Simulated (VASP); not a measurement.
Here is a VASP 6.6.1 calculation.

File INCAR:

```
SYSTEM = ZrAl3B3N
  PREC = Normal
  ENCUT = 520
  EDIFF = 1E-4
  ISMEAR = 0
  SIGMA = 0.15
  LREAL = .FALSE.
  LASPH = .TRUE.
  NELM = 60
  ALGO = Fast
  ISIF = 3
  LWAVE = .FALSE.
  LCHARG = .FALSE.
  GGA = PE
  IBRION = 2
  NSW = 24
  EDIFFG = -0.08
```

File KPOINTS:

```
Automatic mesh
0
G
  4 4 2
  0 0 0
```

File POSCAR:

```
ZrAl3B3N
1.0
    3.6648272300      0.0000000000      0.0000000000
    0.0000000000      3.6648272300      0.0000000000
    0.0000000000      0.0000000000      8.7485310700
Zr Al B N
1 3 3 1
Direct
    0.0000000000      0.0000000000      0.5000000000
    0.0000000000      0.0000000000      0.0000000000
    0.5000000000      0.5000000000      0.2337581000
    0.5000000000      0.5000000000      0.7662419000
    0.5000000000      0.0000000000      0.5000000000
    0.0000000000      0.5000000000      0.5000000000
    0.5000000000      0.5000000000      0.5000000000
    0.5000000000      0.5000000000      0.0000000000
```

Potentials or basis: VASP PAW PBE potentials, release 64 (Zr_sv, Al, B, N).

The run is started by

```bash
$ cat potpaw_PBE.64/Zr_sv/POTCAR potpaw_PBE.64/Al/POTCAR potpaw_PBE.64/B/POTCAR potpaw_PBE.64/N/POTCAR > POTCAR
$ mpirun -np 1 vasp_std > vasp.out
```

**Question.** Estimate the relaxed volume.

**Answer.** 17.40 Å³/atom.

**Question.** Predict the space group after relaxing (to 0.05 Å).

**Answer.** P4/mmm (No. 123).

**Question.** Predict the relaxed cell.

**Answer.** a = 4.353 Å, b = 4.353 Å, c = 7.343 Å, α = 90.00°, β = 90.00°, γ = 90.00°.

Step by step:
| step | energy change (eV) | largest force (eV/Å) | pressure (GPa) | volume (Å³) |
| --- | --- | --- | --- | --- |
| 1 | 0.0000 | 2.1114 | 12.16 | 117.50 |
| 2 | -2.9393 | 0.3131 | -0.38 | 136.39 |
| 3 | -3.3264 | 1.6324 | -2.28 | 145.45 |
| 4 | -3.8860 | 1.3480 | -1.77 | 141.96 |
| 5 | -0.4563 | 10.4242 | 16.70 | 129.64 |
| 6 | -3.8845 | 2.3733 | -0.32 | 140.67 |
| 7 | -3.8679 | 0.6706 | 4.31 | 135.43 |
| 8 | -4.1099 | 1.9187 | 0.81 | 138.78 |
| 9 | -4.1237 | 1.1722 | 1.82 | 137.55 |
| 10 | -4.1308 | 1.4358 | 1.48 | 137.94 |
| 11 | -3.6000 | 5.0265 | -1.18 | 140.31 |
| 12 | -4.1723 | 0.0756 | 0.59 | 138.42 |
| 13 | -4.1772 | 0.0548 | -0.85 | 139.76 |
| 14 | -4.1859 | 0.0076 | -0.25 | 139.16 |

Caveat: the k mesh is coarse (spacing up to 0.43 Å⁻¹), so the values aren't converged; the volume moved by over 15 % at a fixed basis, so the end points are rough; the relaxation stopped at a loose force limit of 0.08 eV/Å, so its end isn't a converged minimum.
